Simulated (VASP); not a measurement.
Crystal: Nb.

```
Nb
1.0
    -1.66395    1.66395    1.66395
     1.66395   -1.66395    1.66395
     1.66395    1.66395   -1.66395
Nb
1
Direct
  0.00000 0.00000 0.00000
```

```yaml
Program: VASP 6.6.1
Task: relaxation of cell and atoms
Functional: PBE
Dispersion: D3(BJ)
Potentials_or_basis: VASP PAW PBE potentials, release 64 (Nb_sv)
Cutoff: 600 eV
k_mesh: 16 × 16 × 16
Occupations: methfessel-paxton, width 0.1 eV
Spin: no spin polarisation
```

At the start: pressure -9.7 GPa; volume 18.43 Å³/atom.

Problem. How do energy, volume and symmetry change on relaxing?

Solution. Over 4 steps the energy falls by 34.0 meV/atom and the volume is 17.37 Å³/atom (-5.8 %); space group Im-3m (No. 229, to 0.05 Å).

The path:
| step | energy change (eV) | largest force (eV/Å) | pressure (GPa) | volume (Å³) |
| --- | --- | --- | --- | --- |
| 1 | 0.0000 | 0.0000 | -9.72 | 18.43 |
| 2 | 0.0904 | 0.0000 | 24.59 | 15.60 |
| 3 | -0.0340 | 0.0000 | -0.47 | 17.41 |
| 4 | -0.0340 | 0.0000 | -0.07 | 17.37 |

Final structure:
```
Nb
1.0
    -1.63139    1.63139    1.63139
     1.63139   -1.63139    1.63139
     1.63139    1.63139   -1.63139
Nb
1
Direct
  0.00000 0.00000 0.00000
```

Caveat: pairwise dispersion overbinds metals, which lowers pressure and volume.
